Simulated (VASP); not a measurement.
**Mn2ZnAs2: single point with PBE**

Mn2ZnAs2:

```
CELL_PARAMETERS angstrom
4.09900 0.00000 0.00000
-2.04950 3.54984 0.00000
0.00000 0.00000 6.57200
ATOMIC_POSITIONS crystal
Mn 0.33333 0.66667 0.36944
Mn 0.66667 0.33333 0.63056
As 0.33333 0.66667 0.76793
As 0.66667 0.33333 0.23207
Zn 0.00000 0.00000 0.00000
```

* Program: VASP 6.6.1
* Task: single point
* Functional: PBE
* Potentials or basis: VASP PAW PBE potentials, release 64 (Mn_pv, As, Zn)
* Cutoff: 520 eV
* k mesh: 5 × 5 × 3
* Occupations: fermi-dirac, width 0.05 eV
* Spin: collinear spin, typed start
* Starting moments: [4.5, 4.5, 0.0, 0.0, 0.0] μB

```yaml
Pressure: -4.4 GPa
Largest_force: 0.619 eV/Å
Band_gap_on_the_k_mesh: none (metal or under the smearing width)
Net_moment: 7.01 μB per cell
Site_moments: Mn +3.40; As -0.09; Zn +0.04 μB
Valence_electrons_inside_the_program's_atomic_spheres: Mn 11.51; As 2.78; Zn 10.59
```

Forces in eV/Å, atoms in the order of the input:
```
Mn   0.000  0.000  0.385
Mn   0.000  0.000 -0.385
As   0.000  0.000 -0.619
As   0.000  0.000  0.619
Zn   0.000  0.000  0.000
```

Stress tensor (GPa, compression positive):
```
-3.56  0.00  0.00
 0.00 -3.56  0.00
 0.00  0.00 -6.07
```

Levels at points of the mesh, in eV from the Fermi level:
Spin up:
| k point | band 25 | band 26 | band 27 | band 28 | band 29 | band 30 |
| --- | --- | --- | --- | --- | --- | --- |
| (0.00, 0.00, 0.00) | 0.38 | 0.77 | 0.77 | 1.09 | 1.09 | 1.10 |
Spin down:
```tsv
k point	band 18	band 19	band 20	band 21	band 22	band 23
(0.00, 0.00, 0.00)	-2.03	-1.93	0.01	0.01	0.60	1.08
```

Wall time 110 s on 1 thread of Intel(R) Xeon(R) Platinum 8488C (Sapphire Rapids), on a shared host, peak memory 0.26 GiB.
